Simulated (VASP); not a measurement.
Computed with PBEsol GGA, VASP's PBE PAW potentials (set 64) (plane waves; VASP 6.6.1).

VASP input:

**KPOINTS**
```
Automatic mesh
0
Gamma
8 8 8
0 0 0
```

**INCAR**
```
# general
SYSTEM  = AgCl
PREC    = Accurate
ENCUT   = 400
LREAL   = F
LASPH   = T   # aspherical one-centre terms

# electronic loop
EDIFF   = 1E-6   # SCF stop (eV)
NELM    = 100   # most electronic steps
ALGO    = Normal   # blocked Davidson
LMAXMIX = 4   # l cut-off of mixed one-centre charges

# smearing
ISMEAR  = 0   # Gaussian
SIGMA   = 0.05   # width (eV)

# functional
GGA     = PS   # PBEsol

# ions
IBRION  = 2   # conjugate gradients
NSW     = 60   # most ionic steps
ISIF    = 3
EDIFFG  = -0.01

# output
LWAVE   = F
LCHARG  = F
```

**POSCAR**
```
AgCl
1.0
  0.0000000000   2.7182081277   2.7182081277
  2.7182081277   0.0000000000   2.7182081277
  2.7182081277   2.7182081277   0.0000000000
Ag Cl
1 1
Cart
  0.0000000000   0.0000000000   0.0000000000
  2.7182081277   2.7182081277   2.7182081277
```

POTCAR, in this order: Ag Cl (PBE.64 set). Program: vasp_std.

What VASP printed:

OSZICAR:
```
       N       E                     dE             d eps       ncg     rms          rms(c)
DAV:   1     0.827776043328E+02    0.82778E+02   -0.76031E+03   802   0.101E+03
DAV:   2    -0.319514805745E+01   -0.85973E+02   -0.80465E+02   914   0.229E+02
DAV:   3    -0.619796434829E+01   -0.30028E+01   -0.29959E+01   859   0.461E+01
DAV:   4    -0.622042327678E+01   -0.22459E-01   -0.22457E-01   869   0.445E+00
DAV:   5    -0.622072352118E+01   -0.30024E-03   -0.30024E-03   854   0.506E-01    0.790E+00
DAV:   6    -0.606570228441E+01    0.15502E+00   -0.37568E-01   817   0.873E+00    0.512E+00
DAV:   7    -0.606307762245E+01    0.26247E-02   -0.75841E-02   764   0.220E+00    0.214E+00
DAV:   8    -0.606167740647E+01    0.14002E-02   -0.42658E-03   809   0.823E-01    0.327E-01
DAV:   9    -0.606164004776E+01    0.37359E-04   -0.56522E-04   849   0.334E-01    0.445E-02
DAV:  10    -0.606165952985E+01   -0.19482E-04   -0.32325E-05   784   0.579E-02    0.174E-02
DAV:  11    -0.606166517033E+01   -0.56405E-05   -0.45073E-06   774   0.219E-02    0.266E-03
DAV:  12    -0.606166511449E+01    0.55837E-07   -0.23944E-07   442   0.693E-03
   1 F= -.60616651E+01 E0= -.60616651E+01  d E =-.606167E+01
       N       E                     dE             d eps       ncg     rms          rms(c)
DAV:   1    -0.606225565165E+01   -0.59048E-03   -0.10492E-02   754   0.113E+00    0.162E-01
DAV:   2    -0.606172557984E+01    0.53007E-03   -0.15050E-03   754   0.480E-01    0.532E-02
DAV:   3    -0.606168935672E+01    0.36223E-04   -0.10811E-04   764   0.859E-02    0.363E-02
DAV:   4    -0.606168465319E+01    0.47035E-05   -0.42803E-06   809   0.196E-02    0.123E-02
DAV:   5    -0.606168319802E+01    0.14552E-05   -0.92850E-07   387   0.162E-02    0.197E-03
DAV:   6    -0.606168312880E+01    0.69222E-07   -0.39950E-07   377   0.807E-03
   2 F= -.60616831E+01 E0= -.60616831E+01  d E =-.180143E-04
```

File OUTCAR:
```
------------------------ aborting loop because EDIFF is reached ----------------------------------------
  FORCE on cell =-STRESS in cart. coord.  units (eV):
  Direction    XX          YY          ZZ          XY          YZ          ZX
  --------------------------------------------------------------------------------------
  Total       -0.0008735     -0.0008735     -0.0008735     -0.0000000     -0.0000000      0.0000000
  in kB       -0.0347779     -0.0347779     -0.0347779     -0.0000000     -0.0000000      0.0000000
  external PRESSURE =      -0.0347779 kB  Pullay stress =       0.0000000 kB
  volume of cell :       40.24
      direct lattice vectors                 reciprocal lattice vectors
     0.000000000  2.719826908  2.719826908    -0.183835228  0.183835228  0.183835228
     2.719826908  0.000000000  2.719826908     0.183835228 -0.183835228  0.183835228
     2.719826908  2.719826908  0.000000000     0.183835228  0.183835228 -0.183835228
  FREE ENERGIE OF THE ION-ELECTRON SYSTEM (eV)
  ---------------------------------------------------
  free  energy   TOTEN  =        -6.0616831288 eV

  energy  without entropy=       -6.0616831288  energy(sigma->0) =       -6.06168313

 reached required accuracy - stopping structural energy minimisation
```
(Selected blocks of OUTCAR.)

File CONTCAR:
```
AgCl
   1.00000000000000
     0.0000000000000000    2.7198269084413633    2.7198269084413633
     2.7198269084413633    0.0000000000000000    2.7198269084413633
     2.7198269084413633    2.7198269084413633    0.0000000000000000
  Ag              Cl
     1     1
Direct
     0.0000000000000000    0.0000000000000000    1.0000000000000000
     0.5000000000000000    0.5000000000000000    0.5000000000000000
```

The structure was generated: AgCl was put into the rock salt type (Fm-3m), which need not be its known phase. This run relaxes it. Symmetry was kept, so distortions that lower it aren't found. The start is the result of an earlier pass.
